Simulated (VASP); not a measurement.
SiC: energy against strain

SiC (zinc blende, F-43m, 10.360 Å³/atom at rest, cube axes along x, y and z) under a strain ε along a cube axis (axis z), the other axes held. PBEsol in VASP (plane waves, PAW), 600 eV, 12×12×12 Γ-centred mesh, Gaussian smearing 0.05 eV; ions are relaxed within the symmetry of each cell.

Here s stands for strain and y for E less E0.

| strain (%) | E less E0 (meV/atom) |
|---|---|
| -1.50 | 2.73 |
| -1.00 | 1.19 |
| -0.50 | 0.28 |
| 0.00 | 0.00 |
| 0.50 | 0.35 |
| 1.00 | 1.33 |
| 1.50 | 2.92 |
| 3.00 | ? |

Fit y of the 7 rows that show it with a parabola. Least squares gives y = 0.002 + 0.0657·s + 1.2552·s². Residuals (row less fit): 0.002, -0.002, -0.003, -0.002, 0.001, 0.007, -0.005; standard error 0.005 (degrees of freedom: 4). Twice the quadratic coefficient over the volume, 2 × 1.2552 meV × 10⁴ × 0.1602 / 10.360 Å³, is the elastic constant C11 = 388 ± 0.7 GPa.

### Question
Predict the withheld y at s = 3.00 from the fit, and compare with the calculation.

### Answer
y = 0.002 + 0.0657 × 3.0 + 1.2552 × 3.0² = 11.496 meV/atom. The calculation gives 11.41 meV/atom, 0.086 meV/atom below the prediction (0.8 % of the range of y in the table). The row lies outside the fitted rows, so this is an extrapolation. The fitted rows scatter only by rounding.

One order more, fitted to all 13 runs of the series, follows each within 0.01, so the miss is the next term of a smooth law. Rows are the converged runs of the series near zero and its far end; series whose fitted rows scatter by over a few per cent of the range, as at a crossing or softening among them, aren't shown in this form. Most that stay on the fit to the last digits aren't either.
